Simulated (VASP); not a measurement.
Calculation: RPBE GGA, VASP's PBE PAW potentials (set 64) (plane waves; VASP). For the first row: Settings: 520 eV cut-off, 10×10×10 Γ-centred mesh, first-order Methfessel-Paxton smearing of 0.10 eV, potentials Co Si.

```tsv
system	energy (eV/atom)
CoSi$_{2}$ (fluorite)	-6.0378
Co (hcp)	-6.5158
Si (diamond)	-5.1610
```

The references are the elements' solids at the same level; no temperature or zero-point terms are added.

Task: What is the formation energy per atom of CoSi2?

Result: The references average (1×(-6.5158) + 2×(-5.1610))/3 = -5.6126 eV, so the formation energy is -6.0378 − (-5.6126) = -0.425 eV/atom.
